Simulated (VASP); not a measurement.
# Driving VASP from ASE on Nb2InC

Do ASE scripts that read Nb2InC from different structure formats give one answer, and do several routes find one equilibrium volume? All runs use r2SCAN. Left out of this account: 1 further run (fields: a reference on another mesh). The start is a computed cell from the Materials Project.

Calculated with VASP 6.6.1; r2SCAN; plane waves and PAW (Nb_sv, In_d, C).

Report form: the programs' logs are mostly left out.

## 1. Set-up

It takes space group P6_3/mmc (No. 194, hexagonal). The conventional cell has a = 3.194 Å, b = 3.194 Å, c = 14.454 Å, α = 90.00°, β = 90.00°, γ = 120.00°. Nearest to Nb lie 3 C at 2.20 Å and 3 Nb at 3.03 Å and 3 In at 3.03 Å. Nearest to In lie 6 Nb at 3.03 Å and 6 In at 3.19 Å. C has 6 Nb at 2.20 Å nearest. Farther neighbours are not listed.

## 2. Total energy, forces and stress (r2SCAN, through ASE)

A single point through ASE, with the structure read from an extended xyz file.

File run.py:

```python
import numpy as np
from ase.calculators.vasp import Vasp
from ase.io import read
from ase.dft.bandgap import bandgap

atoms = read('Nb2InC.xyz')

calc = Vasp(
    xc='r2scan',
    pp='PBE',
    prec='Accurate',
    encut=520,
    ediff=1e-06,
    nelm=100,
    ismear=-1,
    sigma=0.05,
    lreal=False,
    algo='Normal',
    lasph=True,
    nbands=53,
    lorbit=11,
    lwave=False,
    lcharg=False,
    kpar=8,
    isif=2,
    pp_version='64',
    setups={'Nb': '_sv', 'In': '_d', 'C': ''},
    kpts=(11, 11, 2),
    gamma=True,
    txt='vasp.out',
)
atoms.calc = calc

print("energy (eV):", round(atoms.get_potential_energy(), 6))
print("Fermi level (eV):", round(calc.get_fermi_level(), 4))
print("forces (eV/A):")
print(np.round(atoms.get_forces(), 4))
print("stress (GPa, Voigt, tension positive):", np.round(atoms.get_stress() * 160.21766, 3))
gap, p1, p2 = bandgap(calc, direct=False)
print("gap on the mesh (eV):", round(gap, 4))
```

File Nb2InC.xyz:

```xyz
8
Lattice="3.1937601701 0.0000000000 0.0000000000 -1.5968800850 2.7658774409 0.0000000000 0.0000000000 0.0000000000 14.4540475300" Properties=species:S:1:pos:R:3 pbc="T T T"
Nb     1.5968801010      0.9219591377     13.2499200007
Nb    -0.0000000159      1.8439183032      1.2041275293
Nb    -0.0000000159      1.8439183032      6.0228962357
Nb     1.5968801010      0.9219591377      8.4311512943
In     1.5968801010      0.9219591377      3.6135118825
In    -0.0000000159      1.8439183032     10.8405356475
C      0.0000000000      0.0000000000      0.0000000000
C      0.0000000000      0.0000000000      7.2270237650
```

Potentials, in the order of the species: Nb_sv, In_d and C (PBE family, release 64).

Launch:

```
export ASE_VASP_COMMAND="mpirun -np 8 vasp_std"
python run.py
```

The job ended after 55 s (8 MPI ranks of Intel Xeon 6975P-C (Granite Rapids), shared host; peak memory 3.1 GiB).

The PAW data sets were made with PBE, which is usual practice but a small mismatch for other functionals. At this level the cell is under a tension of 2.4 GPa, so at these settings it is away from equilibrium.

This step gave:

```
SCF cycles              : 15
electrons               : 86
bands                   : 53
irreducible k-points    : 32
symmetry operations     : 24
free energy (TOTEN)     : -168.6228 eV
energy at zero smearing : -168.6082 eV
Fermi energy            : 10.90 eV
pressure                : -2.358 GPa
metallic                : yes
```

Force by atom:

| atom | x (eV/Å) | y (eV/Å) | z (eV/Å) | size |
| --- | --- | --- | --- | --- |
| Nb1 | 0.000 | 0.000 | 0.295 | 0.295 |
| Nb2 | 0.000 | 0.000 | -0.295 | 0.295 |
| Nb3 | 0.000 | 0.000 | 0.295 | 0.295 |
| Nb4 | 0.000 | 0.000 | -0.295 | 0.295 |
| In5 | 0.000 | 0.000 | 0.000 | 0.000 |
| In6 | 0.000 | 0.000 | 0.000 | 0.000 |
| C7 | 0.000 | 0.000 | 0.000 | 0.000 |
| C8 | 0.000 | 0.000 | 0.000 | 0.000 |

The pressure is -2.36 GPa and the largest force 0.295 eV/Å, so the cell is not at a minimum at these settings.

## 3. Self-consistent run (r2SCAN, through ASE)

The single point through ASE, with the structure read from a CIF with its space group. The mesh changes to 8×8×2, so this is no clean test of the format.

Edit run.py of step 2 so:

```diff
@@ -5,3 +5,3 @@
 
-atoms = read('Nb2InC.xyz')
+atoms = read('Nb2InC.cif')
 
@@ -27,3 +27,3 @@
     setups={'Nb': '_sv', 'In': '_d', 'C': ''},
-    kpts=(11, 11, 2),
+    kpts=(8, 8, 2),
     gamma=True,
```

File Nb2InC.cif:

```cif
data_Nb2InC
_cell_length_a 3.19376017
_cell_length_b 3.19376017
_cell_length_c 14.45404753
_cell_angle_alpha 90.00000000
_cell_angle_beta 90.00000000
_cell_angle_gamma 120.00000000
_space_group_name_H-M_alt 'P6_3/mmc'
_space_group_name_Hall '-P 6c 2c'
_space_group_IT_number 194
loop_
_space_group_symop_operation_xyz
'x,y,z'
'-x,-y,-z'
'x-y,x,z+1/2'
'-x+y,-x,-z+1/2'
'-y,x-y,z'
'y,-x+y,-z'
'-x,-y,z+1/2'
'x,y,-z+1/2'
'-x+y,-x,z'
'x-y,x,-z'
'y,-x+y,z+1/2'
'-y,x-y,-z+1/2'
'-y,-x,-z+1/2'
'y,x,z+1/2'
'-x,-x+y,-z'
'x,x-y,z'
'-x+y,y,-z+1/2'
'x-y,-y,z+1/2'
'y,x,-z'
'-y,-x,z'
'x,x-y,-z+1/2'
'-x,-x+y,z+1/2'
'x-y,-y,-z'
'-x+y,y,z'
loop_
_atom_site_label
_atom_site_type_symbol
_atom_site_symmetry_multiplicity
_atom_site_Wyckoff_symbol
_atom_site_fract_x
_atom_site_fract_y
_atom_site_fract_z
_atom_site_occupancy
Nb1 Nb 4 f 0.6666666667 0.3333333333 0.9166927100 1
In1 In 2 d 0.6666666667 0.3333333333 0.2500000000 1
C1 C 2 a 0.0000000000 0.0000000000 0.0000000000 1
```

Elapsed: 39 s, on 8 MPI ranks; peak memory 2.7 GiB.

The k-mesh is coarse for a metal.

Numbers from this step:

| Quantity | Value |
| --- | --- |
| SCF cycles | 14 |
| irreducible k-points | 20 |
| free energy (TOTEN) | -168.6395 eV |
| energy at zero smearing | -168.6294 eV |
| Fermi energy | 10.94 eV |
| pressure | -2.397 GPa |

Force by atom:

| atom | x (eV/Å) | y (eV/Å) | z (eV/Å) | size |
| --- | --- | --- | --- | --- |
| Nb1 | 0.000 | 0.000 | 0.519 | 0.519 |
| Nb2 | 0.000 | 0.000 | -0.519 | 0.519 |
| Nb3 | 0.000 | 0.000 | 0.519 | 0.519 |
| Nb4 | 0.000 | 0.000 | -0.519 | 0.519 |
| In5 | 0.000 | 0.000 | 0.000 | 0.000 |
| In6 | 0.000 | 0.000 | 0.000 | 0.000 |
| C7 | 0.000 | 0.000 | 0.000 | 0.000 |
| C8 | 0.000 | 0.000 | 0.000 | 0.000 |

The energy lies -2.65 meV an atom from the first script, on another mesh.

## 4. Relaxing cell and atoms (r2SCAN, through ASE)

Properties are meant for the cell that this level of theory prefers, so cell and atoms are relaxed first (ISIF = 3) until forces and stress are small; EDIFFG sets the threshold.

File run.py:

```python
import numpy as np
from ase.calculators.vasp import Vasp
from ase import Atoms

atoms = Atoms(['Nb', 'Nb', 'Nb', 'Nb', 'In', 'In', 'C', 'C'],
              cell=[[3.19376017, 0.0, 0.0], [-1.59688008, 2.76587744, 0.0], [0.0, 0.0, 14.45404753]],
              scaled_positions=[[0.66666667, 0.33333333, 0.91669271], [0.33333333, 0.66666667, 0.08330729], [0.33333333, 0.66666667, 0.41669271], [0.66666667, 0.33333333, 0.58330729], [0.66666667, 0.33333333, 0.25], [0.33333333, 0.66666667, 0.75], [0.0, 0.0, 0.0], [0.0, 0.0, 0.5]],
              pbc=True)

calc = Vasp(
    xc='r2scan',
    pp='PBE',
    prec='Accurate',
    encut=520,
    ediff=1e-06,
    nelm=100,
    ismear=-1,
    sigma=0.05,
    lreal=False,
    algo='Normal',
    lasph=True,
    nbands=53,
    lorbit=11,
    lwave=False,
    lcharg=False,
    kpar=8,
    ibrion=2,
    nsw=60,
    isif=3,
    ediffg=-0.01,
    pp_version='64',
    setups={'Nb': '_sv', 'In': '_d', 'C': ''},
    kpts=(11, 11, 2),
    gamma=True,
    txt='vasp.out',
)
atoms.calc = calc

print("energy (eV):", round(atoms.get_potential_energy(), 6))
print("Fermi level (eV):", round(calc.get_fermi_level(), 4))
print("forces (eV/A):")
print(np.round(atoms.get_forces(), 4))
print("stress (GPa, Voigt, tension positive):", np.round(atoms.get_stress() * 160.21766, 3))
print("cell (A, degrees):", np.round(atoms.cell.cellpar(), 4))
print("volume (A^3):", round(atoms.get_volume(), 4))
print("positions:")
print(np.round(atoms.get_scaled_positions(), 5))
```

It took 3.5 min on 8 MPI ranks; peak memory 3.3 GiB; 27 min of CPU time.

The run keeps the 24 symmetry operations of its start, so it cannot find a distortion of lower symmetry.

Relaxation path:

| step | energy less that of the first step (eV) | largest force (eV/Å) | pressure (GPa) | volume (Å³) |
| --- | --- | --- | --- | --- |
| 1 | 0.0000 | 0.2947 | -2.36 | 127.68 |
| 2 | 0.0408 | 0.4202 | 5.48 | 123.39 |
| 3 | -0.0139 | 0.0673 | 0.16 | 126.22 |
| 4 | -0.0148 | 0.0131 | 0.06 | 126.40 |
| 5 | -0.0147 | 0.0288 | -0.06 | 126.55 |
| 6 | -0.0148 | 0.0027 | -0.02 | 126.45 |

| conventional cell, symmetrised | before | after | change |
| --- | --- | --- | --- |
| a (Å) | 3.194 | 3.180 | -0.4 % |
| b (Å) | 3.194 | 3.180 | -0.4 % |
| c (Å) | 14.454 | 14.441 | -0.1 % |
| volume (Å³/atom) | 15.96 | 15.81 | -1.0 % |

Final coordinates:

```xyz
8
Lattice="3.1798 0.0000 0.0000 -1.5899 2.7538 0.0000 0.0000 0.0000 14.4411" Properties=species:S:1:pos:R:3 pbc="T T T"
Nb    1.5899    0.9179   13.2468
Nb    0.0000    1.8359    1.1943
Nb    0.0000    1.8359    6.0262
Nb    1.5899    0.9179    8.4149
In    1.5899    0.9179    3.6103
In    0.0000    1.8359   10.8308
C     0.0000    0.0000    0.0000
C     0.0000    0.0000    7.2205
```

Numbers from this step:

- irreducible k-points: 32
- free energy (TOTEN): -168.6376 eV
- energy at zero smearing: -168.6224 eV
- Fermi energy: 11.03 eV
- pressure: -0.01700 GPa
- SCF cycles over all ionic steps: 58

It ends with a largest force of 0.003 eV/Å and a pressure of -0.02 GPa.

## 5. Energy against volume, from ASE (r2SCAN)

An ASE loop scales the volume and fits the energies, which gives the bulk modulus from energies alone.

File run.py:

```python
import numpy as np
from ase.calculators.vasp import Vasp
from ase.io import read
from ase.eos import EquationOfState
from ase.units import GPa

atoms = read('Nb2InC.cif')

calc = Vasp(
    xc='r2scan',
    pp='PBE',
    prec='Accurate',
    encut=520,
    ediff=1e-06,
    nelm=100,
    ismear=-1,
    sigma=0.05,
    lreal=False,
    algo='Normal',
    lasph=True,
    nbands=53,
    lorbit=11,
    lwave=False,
    lcharg=False,
    kpar=8,
    isif=2,
    pp_version='64',
    setups={'Nb': '_sv', 'In': '_d', 'C': ''},
    kpts=(11, 11, 2),
    gamma=True,
    txt='vasp.out',
)
atoms.calc = calc

cell, volumes, energies = atoms.get_cell(), [], []
for x in [0.94, 0.96, 0.98, 1.0, 1.02, 1.04, 1.06]:
    atoms.set_cell(cell * x ** (1 / 3), scale_atoms=True)
    volumes.append(atoms.get_volume())
    energies.append(atoms.get_potential_energy())
    print(f"{x:.2f}  V = {volumes[-1]:.4f} A^3  E = {energies[-1]:.6f} eV")
v0, e0, b0 = EquationOfState(volumes, energies, eos="birchmurnaghan").fit()
print(f"V0 = {v0:.4f} A^3  E0 = {e0:.6f} eV  B0 = {b0 / GPa:.2f} GPa")
```

File Nb2InC.cif:

```cif
data_Nb2InC
_cell_length_a 3.19376017
_cell_length_b 3.19376017
_cell_length_c 14.45404753
_cell_angle_alpha 90.00000000
_cell_angle_beta 90.00000000
_cell_angle_gamma 120.00000000
_space_group_name_H-M_alt 'P1'
_space_group_name_Hall 'P 1'
_space_group_IT_number 1
loop_
_space_group_symop_operation_xyz
'x,y,z'
loop_
_atom_site_label
_atom_site_type_symbol
_atom_site_symmetry_multiplicity
_atom_site_Wyckoff_symbol
_atom_site_fract_x
_atom_site_fract_y
_atom_site_fract_z
_atom_site_occupancy
Nb1 Nb 1 a 0.6666666700 0.3333333300 0.9166927100 1
Nb2 Nb 1 a 0.3333333300 0.6666666700 0.0833072900 1
Nb3 Nb 1 a 0.3333333300 0.6666666700 0.4166927100 1
Nb4 Nb 1 a 0.6666666700 0.3333333300 0.5833072900 1
In1 In 1 a 0.6666666700 0.3333333300 0.2500000000 1
In2 In 1 a 0.3333333300 0.6666666700 0.7500000000 1
C1 C 1 a 0.0000000000 0.0000000000 0.0000000000 1
C2 C 1 a 0.0000000000 0.0000000000 0.5000000000 1
```

Run time: 5.5 min. Hardware: 8 MPI ranks; peak memory 3.2 GiB; 43 min of CPU time.

Numbers from this step:

```yaml
bulk_modulus: 198.8 GPa
equilibrium_volume_of_the_fit: 15.77 Å³/atom
```

The fitted volume lies -0.21 % from the relaxed one.

## 6. BFGS in ASE (r2SCAN)

Here ASE drives the relaxation and calls VASP for forces and stress at each step.

File run.py:

```python
import numpy as np
from ase.calculators.vasp import Vasp
from ase import Atoms
from ase.optimize import BFGS
from ase.filters import FrechetCellFilter

atoms = Atoms(['Nb', 'Nb', 'Nb', 'Nb', 'In', 'In', 'C', 'C'],
              cell=[[3.19376017, 0.0, 0.0], [-1.59688008, 2.76587744, 0.0], [0.0, 0.0, 14.45404753]],
              scaled_positions=[[0.66666667, 0.33333333, 0.91669271], [0.33333333, 0.66666667, 0.08330729], [0.33333333, 0.66666667, 0.41669271], [0.66666667, 0.33333333, 0.58330729], [0.66666667, 0.33333333, 0.25], [0.33333333, 0.66666667, 0.75], [0.0, 0.0, 0.0], [0.0, 0.0, 0.5]],
              pbc=True)

calc = Vasp(
    xc='r2scan',
    pp='PBE',
    prec='Accurate',
    encut=520,
    ediff=1e-06,
    nelm=100,
    ismear=-1,
    sigma=0.05,
    lreal=False,
    algo='Normal',
    lasph=True,
    nbands=53,
    lorbit=11,
    lwave=False,
    lcharg=False,
    kpar=8,
    isif=2,
    pp_version='64',
    setups={'Nb': '_sv', 'In': '_d', 'C': ''},
    kpts=(11, 11, 2),
    gamma=True,
    txt='vasp.out',
)
atoms.calc = calc

BFGS(FrechetCellFilter(atoms)).run(fmax=0.02, steps=30)
print("cell (A, degrees):", np.round(atoms.cell.cellpar(), 4))
print("volume (A^3):", round(atoms.get_volume(), 4))
print("energy (eV):", round(atoms.get_potential_energy(), 6))
print("Fermi level (eV):", round(calc.get_fermi_level(), 4))
print("forces (eV/A):")
print(np.round(atoms.get_forces(), 4))
print("stress (GPa, Voigt, tension positive):", np.round(atoms.get_stress() * 160.21766, 3))
```

The job ended after 6.8 min (8 MPI ranks; peak memory 3.1 GiB; 54 min of CPU time).

This step gave:

```yaml
optimizer_steps: 8
volume_after_bfgs: 15.79 Å³/atom
```

## 7. Side by side

| run | atoms | mesh | energy (eV/atom) | pressure (GPa) |
| --- | --- | --- | --- | --- |
| ASE, structure read from an extended xyz file | 8 | 11×11×2 | -21.07603 | -2.358 |
| ASE, structure read from a CIF with its space group | 8 | 8×8×2 | -21.07868 | -2.397 |

## 8. Self-consistent run (r2SCAN, through ASE), changed input

This run is made with a changed input; what comes of it follows.

Edit run.py of step 6 so:

```diff
@@ -3,4 +3,3 @@
 from ase import Atoms
-from ase.optimize import BFGS
-from ase.filters import FrechetCellFilter
+from ase.dft.bandgap import bandgap
 
@@ -15,5 +14,5 @@
     prec='Accurate',
-    encut=520,
+    encut=80,
     ediff=1e-06,
-    nelm=100,
+    nelm=82,
     ismear=-1,
@@ -37,5 +36,2 @@
 
-BFGS(FrechetCellFilter(atoms)).run(fmax=0.02, steps=30)
-print("cell (A, degrees):", np.round(atoms.cell.cellpar(), 4))
-print("volume (A^3):", round(atoms.get_volume(), 4))
 print("energy (eV):", round(atoms.get_potential_energy(), 6))
@@ -45 +41,3 @@
 print("stress (GPa, Voigt, tension positive):", np.round(atoms.get_stress() * 160.21766, 3))
+gap, p1, p2 = bandgap(calc, direct=False)
+print("gap on the mesh (eV):", round(gap, 4))
```

The job ended after 10 s (8 MPI ranks; peak memory 0.94 GiB; 74 s of CPU time).

The run converged, but on settings that are not sound, so its numbers are not to be trusted.

The fault in the input: cutoff far too low (ENCUT = 80). Raise ENCUT to at least the largest default of the data sets.

## 9. Summary of results

```json
{
  "energy, ASE, structure read from an extended xyz file": "-21.07603 eV/atom",
  "energy, ASE, structure read from a CIF with its space group": "-21.07868 eV/atom",
  "volume from VASP's own relaxation": "15.81 Å³/atom",
  "volume from the fit of the ASE volume loop": "15.77 Å³/atom",
  "volume from BFGS in ASE": "15.79 Å³/atom"
}
```

**Reading.** With the structure read from a CIF with its space group, ASE's run differs from the first script by -2.6 meV an atom, which comes from its other mesh. The routes to the equilibrium volume agree within 0.22 %. VASP's relaxation keeps the plane waves of its start, while ASE starts VASP afresh at each cell, and a loop at fixed shape can't relax anything but the volume.

[Lines on the potential files, build, host, timing and source positions are cut from VASP's logs without a mark.]

[Logs are printed without paths, hosts, clocks, repeated set-up lines and the standing remarks that a program may print on its own settings, such as how far it seeks lower states.]

[Hosts, paths, dates, database ids (printed as entryN), source tags and the programs' standing remarks are cut or masked in the printed files.]

[A measured line is paired with the nearest computed mode of its activity, which favours agreement.]
